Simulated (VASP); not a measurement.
An input for Ansatz (written as the equivalent of a VASP run, and not itself run):

Ansatz 0.2 input:
```yaml
crystal:
  lattice:
    - [2.1045690, -5.5613990, 0.0000000]
    - [2.1045690, 5.5613990, 0.0000000]
    - [0.0000000, 0.0000000, 4.1475180]
  atoms:
    - { symbol: Se, position: [0.5746500, 0.4494320, 0.2595760] }
    - { symbol: Se, position: [0.4221770, 0.5612710, 0.7787290] }
    - { symbol: Mo, position: [0.8706330, 0.1461790, 0.2267700] }
    - { symbol: Mo, position: [0.1325400, 0.8431180, 0.7349250] }
kpoints:
  mp_grid: { grid: [3, 3, 3] }
hamiltonian:
  xc: pbe
  pseudopotentials: { kind: paw }
scf:
  occupations: { method: gaussian, width: 0.272 }
  max_iter: 100
output: { forces: true, stress: true, eigenvalues: true }
```

### Question
Translate this input to VASP (INCAR, KPOINTS, POSCAR, choice of POTCAR).

### Answer
One answer among several that fit: 
**INCAR**
```
ALGO  =  Normal
EDIFF  =  1E-6
ENCUT  =  300
GGA  =  PE
ISIF  =  2
ISMEAR  =  0
LASPH  =  T
LCHARG  =  F
LMAXMIX  =  4
LREAL  =  F
LWAVE  =  F
NELM  =  100
PREC  =  Accurate
SIGMA  =  0.272
SYSTEM  =  MoSe
```

### KPOINTS
```
Automatic mesh
0
Gamma
3 3 3
0 0 0
```

File POSCAR:
```
MoSe
5.946290
  0.3539297612  -0.9352720772   0.0000000000
  0.3539297612   0.9352720772   0.0000000000
  0.0000000000   0.0000000000   0.6974967585
Se Mo
2 2
Direct
  0.5746500000   0.4494320000   0.2595760000
  0.4221770000   0.5612710000   0.7787290000
  0.8706330000   0.1461790000   0.2267700000
  0.1325400000   0.8431180000   0.7349250000
```

POTCAR, in this order: Se Mo_sv (PBE.64 set). Program: vasp_std.

The two are equivalent in intent, not identical: each code has its own PAW files, so the cut-off isn't converted (ENCUT is set for VASP's; basis.ecutwfc is left out, and Ansatz then takes the one that its files recommend); Ansatz stops its SCF on the density residual and VASP on the energy change (EDIFF).

The structure was generated: MoSe was put into an ordered model structure, which need not be its known phase. The cell was not relaxed at this level, atoms are displaced from their ideal sites. The k-mesh is coarse (spacing up to 0.53 per Å, 2π included), so the numbers may not be converged in it.
